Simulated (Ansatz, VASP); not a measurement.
# Al15BN16 (a cell with a defect) in VASP and in Ansatz

```xyz
32
Lattice="6.2260 0.0000 0.0000 -3.1130 5.3919 0.0000 0.0000 0.0000 9.9620" Properties=species:S:1:pos:R:3 pbc="T T T"
B     0.0000    1.7973    0.0000
Al    0.0000    1.7973    4.9810
Al   -1.5565    4.4932    0.0000
Al   -1.5565    4.4932    4.9810
Al    3.1130    1.7973    0.0000
Al    3.1130    1.7973    4.9810
Al    1.5565    4.4932    0.0000
Al    1.5565    4.4932    4.9810
Al    1.5565    0.8986    2.4905
Al    1.5565    0.8986    7.4715
Al    0.0000    3.5946    2.4905
Al    0.0000    3.5946    7.4715
Al    4.6695    0.8986    2.4905
Al    4.6695    0.8986    7.4715
Al    3.1130    3.5946    2.4905
Al    3.1130    3.5946    7.4715
N     0.0000    1.7973    1.8928
N     0.0000    1.7973    6.8738
N    -1.5565    4.4932    1.8928
N    -1.5565    4.4932    6.8738
N     3.1130    1.7973    1.8928
N     3.1130    1.7973    6.8738
N     1.5565    4.4932    1.8928
N     1.5565    4.4932    6.8738
N     1.5565    0.8986    4.3833
N     1.5565    0.8986    9.3643
N     0.0000    3.5946    4.3833
N     0.0000    3.5946    9.3643
N     4.6695    0.8986    4.3833
N     4.6695    0.8986    9.3643
N     3.1130    3.5946    4.3833
N     3.1130    3.5946    9.3643
```

Alike in both runs: task electric field gradients; functional PBE; k mesh 4 × 4 × 2; occupations fermi-dirac, width 0.01 eV; no spin polarisation.

```csv
,VASP,Ansatz
version,VASP 6.6.1,Ansatz 0.2.0
potentials or method,"VASP PAW PBE potentials, release 64 (B, Al, N)","plane-wave PAW, scalar-relativistic"
plane-wave cutoff (eV),520,420
valence electrons in the cell,128,128
```

```tsv
	VASP	Ansatz	Ansatz less VASP
gap on the k mesh at the Fermi level (eV)	3.67	3.66	-0.003
pressure (GPa)	-1.0	-0.7	+0.27
largest component of the traceless stress (GPa)	1.54	1.48	-0.057
rms of the force components (eV/Å)	0.563	0.566	+0.0028
Vzz of the field gradient on the site that differs most (V/Å²)	49.3	47.4	-1.92
```

Atom by atom the forces differ by 0.003 eV/Å (rms over components).

PBE gaps usually lie below the measured ones, often by a third to a half.
